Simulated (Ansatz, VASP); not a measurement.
**Cross-check of H2CClF between VASP and Ansatz**

Wanted: the spread between two codes on one cell, functional and k mesh. The cell is taken from a series of runs on this material, whose earlier steps may have relaxed, scaled, displaced or heated it; both programs get it as it stands. Other levels of theory on this material are compared in a session of their own.

Main program and level: Ansatz 0.2.0; plane waves, with VASP 6.6.1 beside it; single point at r2SCAN.

## (1) The starting structure

Symmetry: P2_1, No. 4, monoclinic system. The conventional cell has a = 5.021 Å, b = 4.148 Å, c = 6.768 Å, α = 90.00°, β = 108.21°, γ = 90.00°. Nearest to H lie 1 C at 1.09 Å. Nearest to C lie 2 H at 1.09 Å and 1 F at 1.38 Å and 1 Cl at 1.79 Å. Cl has 1 C at 1.79 Å nearest. Nearest to F lie 1 C at 1.38 Å. Farther neighbours and most contacts between anions are not listed.

Coordinates:

```
H C Cl F
1.0
     5.02060    0.00000    0.00000
     0.00000    4.14770    0.00000
    -2.11432    0.00000    6.42885
H C Cl F
4 2 2 2
Direct
  0.28539 0.39143 0.15535
  0.71461 0.89143 0.84465
  0.57087 0.10793 0.27087
  0.42913 0.60793 0.72913
  0.34614 0.14076 0.19427
  0.65386 0.64076 0.80573
  0.16652 0.00252 0.36834
  0.83348 0.50252 0.63166
  0.26455 0.95786 0.01500
  0.73545 0.45786 0.98500
```

## (2) VASP: single point, r2SCAN

With cell and atoms fixed, the geometry can't cause a difference; cores, projectors, grids and the points listed under the comparison can.

Lines of VASP's logs that name or quote its potential files are left out, and so is its time.

File INCAR:

```
SYSTEM = H2CClF
PREC = Accurate
ENCUT = 660
EDIFF = 1E-06
NELM = 120
ISMEAR = 0
SIGMA = 0.01
LREAL = .FALSE.
ALGO = Normal
METAGGA = R2SCAN
LASPH = .TRUE.
NBANDS = 30
LORBIT = 11
LWAVE = .FALSE.
LCHARG = .FALSE.
ISIF = 2
GGA_COMPAT = .FALSE.
EFERMI = MIDGAP
LMIXTAU = .TRUE.
KPAR = 2
```

File POSCAR:

```
H2CClF
1.0
    5.0206000000      0.0000000000      0.0000000000
    0.0000000000      4.1477000000      0.0000000000
   -2.1143188253      0.0000000000      6.4288463713
H C Cl F
4 2 2 2
Direct
    0.2853907074      0.3914333251      0.1553547444
    0.7146092926      0.8914333251      0.8446452556
    0.5708661695      0.1079278767      0.2708692269
    0.4291338305      0.6079278767      0.7291307731
    0.3461441783      0.1407585261      0.1942650717
    0.6538558217      0.6407585261      0.8057349283
    0.1665216804      0.0025228448      0.3683413112
    0.8334783196      0.5025228448      0.6316586888
    0.2645503672      0.9578574273      0.0149998989
    0.7354496328      0.4578574273      0.9850001011
```

File KPOINTS:

```
Automatic mesh
0
Gamma
6 6 4
0 0 0
```

PAW data sets: H, C, Cl and F (PBE family, release 64).

The run is started by

```console
mpirun -np 2 vasp_std
```

Numbers of over 12 decimals in the logs are rounded to 6 here.

Log:

```text
[banner, memory and clock lines left out]
running    2 mpi-ranks, on    1 nodes
 distrk:  each k-point on    1 cores,    2 groups
 distr:  one band on    1 cores,    1 groups

 POSCAR found type information on POSCAR H C ClF
 POSCAR found :  4 types and      10 ions
|                                                                             |
|               ----> ADVICE to this user running VASP <----                  |
|                                                                             |
|     You enforced a specific xc type in the INCAR file but a different       |
|     [... a line on the potential file left out ...]
|     I HOPE YOU KNOW WHAT YOU ARE DOING!                                     |
|                                                                             |

 LDA part: xc-table for (None), standard interpolation
 POSCAR, INCAR and KPOINTS ok, starting setup
 FFT: planning ... GRIDC
 FFT: planning ... GRID_SOFT
 FFT: planning ... GRID
 WAVECAR not read
 entering main loop
       N       E                     dE             d eps       ncg     rms          rms(c)
DAV:   1     0.248871611577E+03    0.24887E+03   -0.22293E+04  3360   0.144E+03
DAV:   2    -0.496507205104E+02   -0.29852E+03   -0.29030E+03  4212   0.282E+02
DAV:   3    -0.712560540198E+02   -0.21605E+02   -0.21500E+02  4396   0.813E+01
DAV:   4    -0.714831468870E+02   -0.22709E+00   -0.22682E+00  4290   0.933E+00
DAV:   5    -0.714861598707E+02   -0.30130E-02   -0.30124E-02  4330   0.104E+00    0.157E+01
DAV:   6    -0.632615085389E+02    0.82247E+01   -0.18511E+00  4306   0.101E+01    0.944E+00
DAV:   7    -0.560582897067E+02    0.72032E+01   -0.26188E+00  3978   0.130E+01    0.246E+00
DAV:   8    -0.587747336467E+02   -0.27164E+01   -0.18047E+00  3408   0.945E+00    0.201E+00
DAV:   9    -0.583550274877E+02    0.41971E+00   -0.44636E-01  3396   0.469E+00    0.796E-01
DAV:  10    -0.587309551794E+02   -0.37593E+00   -0.19727E-01  3402   0.350E+00    0.608E-01
DAV:  11    -0.583787156712E+02    0.35224E+00   -0.17731E-01  3360   0.425E+00    0.284E-01
DAV:  12    -0.585444055654E+02   -0.16569E+00   -0.17387E-01  3360   0.372E+00    0.795E-02
DAV:  13    -0.585451258935E+02   -0.72033E-03   -0.25566E-03  4200   0.423E-01    0.779E-02
DAV:  14    -0.585472410759E+02   -0.21152E-02   -0.50183E-04  3728   0.201E-01    0.443E-02
DAV:  15    -0.585473139785E+02   -0.72903E-04   -0.21313E-03  3462   0.412E-01    0.279E-02
DAV:  16    -0.585487887086E+02   -0.14747E-02   -0.65580E-04  3468   0.214E-01    0.200E-02
DAV:  17    -0.585488148614E+02   -0.26153E-04   -0.18618E-05  4186   0.423E-02    0.145E-02
DAV:  18    -0.585487321324E+02    0.82729E-04   -0.65870E-05  3480   0.765E-02    0.722E-03
DAV:  19    -0.585488453086E+02   -0.11318E-03   -0.36933E-05  3468   0.538E-02    0.474E-03
DAV:  20    -0.585488484129E+02   -0.31043E-05   -0.80911E-07  2944   0.912E-03    0.356E-03
DAV:  21    -0.585488495295E+02   -0.11166E-05   -0.32051E-07  2866   0.574E-03    0.161E-03
DAV:  22    -0.585488503793E+02   -0.84978E-06   -0.33150E-07  2740   0.574E-03
   1 F= -.58548850E+02 E0= -.58548850E+02  d E =0.000000E+00
```

Parts of OUTCAR (step 2):

```text
ion  position               nearest neighbor table
   1  0.285  0.391  0.155-   5 1.09
   2  0.715  0.891  0.845-   6 1.09
   3  0.571  0.108  0.271-   5 1.09
   4  0.429  0.608  0.729-   6 1.09
   5  0.346  0.141  0.194-   1 1.09   3 1.09   9 1.38   7 1.79
   6  0.654  0.641  0.806-   2 1.09   4 1.09  10 1.38   8 1.79
   7  0.167  0.003  0.368-   5 1.79
   8  0.833  0.503  0.632-   6 1.79
   9  0.265  0.958  0.015-   5 1.38
  10  0.735  0.458  0.985-   6 1.38

  LATTYP: Found a simple monoclinic cell.
 ALAT       =     5.0206000000
 B/A-ratio  =     0.8261363184
 C/A-ratio  =     1.3479663785
 COS(beta)  =    -0.3124178180

 Subroutine GETGRP returns: Found  2 space group operations
 (whereof  1 operations were pure point group operations)

The static configuration has the point symmetry C_1 .
 The point group associated with its full space group is C_2 .

 Found     56 irreducible k-points:

   k-points           NKPTS =     56   k-points in BZ     NKDIM =     56   number of bands    NBANDS=     30

   dimension x,y,z NGX =    42 NGY =   36 NGZ =   60
   dimension x,y,z NGXF=    84 NGYF=   72 NGZF=  120

   ENCUT  =  660.0 eV  48.51 Ry    6.96 a.u.  10.52  8.69 14.18*2*pi/ulx,y,z

   NELECT =      40.0000    total number of electrons

 k-points in reciprocal lattice and weights: Automatic mesh
   0.00000000  0.00000000  0.00000000       0.007
   0.16666667  0.00000000  0.00000000       0.014
   0.33333333  0.00000000  0.00000000       0.014
   0.50000000  0.00000000  0.00000000       0.007
   0.00000000  0.16666667  0.00000000       0.014
   0.16666667  0.16666667  0.00000000       0.028
   0.33333333  0.16666667  0.00000000       0.028
   0.50000000  0.16666667  0.00000000       0.014
   0.00000000  0.33333333  0.00000000       0.014
[...]
0.33333333  0.50000000  0.50000000       0.014
   0.50000000  0.50000000  0.50000000       0.007

 average (electrostatic) potential at core
       1 -39.9133       2 -39.9133       3 -39.9298       4 -39.9298       5 -58.6349
       6 -58.6349       7 -99.1995       8 -99.1995       9 -85.2045      10 -85.2045

 E-fermi :   1.0379

 k-point     1 :       0.0000    0.0000    0.0000
  band No.  band energies     occupation
    ...
     16      -4.2705      2.00000
     17      -3.0514      2.00000
     18      -3.0362      2.00000
     19      -2.9953      2.00000
     20      -2.5188      2.00000
     21       4.6829      0.00000
     22       4.8965      0.00000
     23       5.4741      0.00000
     24       6.6111      0.00000
     25       6.8448      0.00000
    ...

 k-point     2 :       0.1667    0.0000    0.0000
  band No.  band energies     occupation
    ...
     16      -4.2399      2.00000
     17      -3.0304      2.00000
     18      -2.9815      2.00000
     19      -2.8446      2.00000
     20      -2.4954      2.00000
     21       4.6060      0.00000
     22       4.7980      0.00000
     23       5.7083      0.00000
     24       6.3774      0.00000
     25       6.8912      0.00000
    ...

 k-point     3 :       0.3333    0.0000    0.0000
  band No.  band energies     occupation
    ...
     16      -4.1819      2.00000
     17      -3.0056      2.00000
     18      -2.8889      2.00000
     19      -2.5673      2.00000
     20      -2.4015      2.00000
     21       4.3950      0.00000
     22       4.9311      0.00000
     23       5.5868      0.00000
     24       6.4583      0.00000
     25       6.9024      0.00000
    ...

  Total       -0.7685674     -0.3930376     -0.2650420      0.0000000      0.0000000      0.1294371
  in kB       -9.1980669     -4.7037979     -3.1719709      0.0000000      0.0000000      1.5490788
  external PRESSURE =      -5.6912786 kB  Pullay stress =       0.0000000 kB

  energy-cutoff  :      660.00
  volume of cell :      133.87
      direct lattice vectors                 reciprocal lattice vectors
     5.020600000  0.000000000  0.000000000     0.199179381  0.000000000  0.065506110
     0.000000000  4.147700000  0.000000000     0.000000000  0.241097476  0.000000000
    -2.114318825  0.000000000  6.428846371     0.000000000  0.000000000  0.155548903

 POSITION                                       TOTAL-FORCE (eV/Angst)
 -----------------------------------------------------------------------------------
      1.10436      1.62355      0.99875         0.026636     -0.196019      0.015631
      1.80192      3.69740      5.43009        -0.026636     -0.196019     -0.015631
      2.29339      0.44765      1.74138        -0.191428     -0.004818     -0.118173
      0.61289      2.52150      4.68747         0.191428     -0.004818      0.118173
      1.32711      0.58382      1.24890         0.051208      0.246758      0.310025
      1.57917      2.65767      5.17995        -0.051208      0.246758     -0.310025
      0.05725      0.01046      2.36801         0.163968      0.044840     -0.169263
      2.84903      2.08431      4.06084        -0.163968      0.044840      0.169263
      1.29649      3.97291      0.09643        -0.031162     -0.090760     -0.096976
      1.60979      1.89906      6.33241         0.031162     -0.090760      0.096976
 -----------------------------------------------------------------------------------
    total drift:                               -0.000000     -0.000965      0.000000

  FREE ENERGIE OF THE ION-ELECTRON SYSTEM (eV)
  ---------------------------------------------------
  free  energy   TOTEN  =       -58.5488503793 eV

  energy  without entropy=      -58.5488503793  energy(sigma->0) =      -58.54885038

 total charge
# of ion       s       p       d       tot
------------------------------------------
    1        0.648   0.051   0.000   0.699
    2        0.648   0.051   0.000   0.699
    3        0.648   0.051   0.000   0.699
    4        0.648   0.051   0.000   0.699
    5        0.844   1.598   0.000   2.442
    6        0.844   1.598   0.000   2.442
    7        1.613   3.542   0.000   5.155
    8        1.613   3.542   0.000   5.155
    9        1.746   4.394   0.000   6.140
   10        1.746   4.394   0.000   6.140
--------------------------------------------------
tot         11.000  19.270   0.000  30.270

[... 3 further parts left out ...]
```

The run ends at a pressure of -0.57 GPa, with forces up to 0.40 eV/Å.

(Continued in part 2 of 2.)

[Lines on the potential files, build, host, timing and source positions are cut from VASP's logs without a mark.]

[Logs are printed without paths, hosts, clocks, repeated set-up lines and the standing remarks that a program may print on its own settings, such as how far it seeks lower states.]

[Hosts, paths, dates, database ids (printed as entryN), source tags and the programs' standing remarks are cut or masked in the printed files.]
